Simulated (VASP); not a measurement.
FeCo (space group Pm-3m): computed properties

Calculation: LDA (Ceperley-Alder, Perdew-Zunger), VASP's LDA PAW potentials (set 64) (plane waves; VASP 6.6.1).

For FeCo, the space group comes out as Pm-3m (221). The cell is a = 2.7585 Å, b = 2.7585 Å, c = 2.7585 Å, α = 90.00°, β = 90.00°, γ = 90.00° and the volume per atom is 10.49 Å³/atom. The band gap (over mesh and band path) comes out as none (metal, semimetal or under 0.01 eV) and the cell moment is 4.26 μB. The band gap with spin-orbit coupling comes out as none (metallic). The density is 9.08 g/cm³.

CoFe is modelled in the cubic space group Pm-3m (No. 221), the CsCl type structure, Pearson symbol cP2. Cell: a = b = c = 2.7585 Å, α = β = γ = 90.00°. Fe on 1a has 8 Co at 2.389 Å and 6 Fe at 2.758 Å. Co on 1b sees 8 Fe at 2.389 Å and 6 Co at 2.758 Å. (Neighbours: up to the widest gap in distance over summed covalent radii, below 1.35, at either atom.)

The run has a spin-polarised start.

The structure comes from a computed database's FeCo entry (Pm-3m); how it stands against other phases isn't given here. It was relaxed first, which changed the volume by -8 %. Symmetry was kept, so distortions that lower it aren't found.
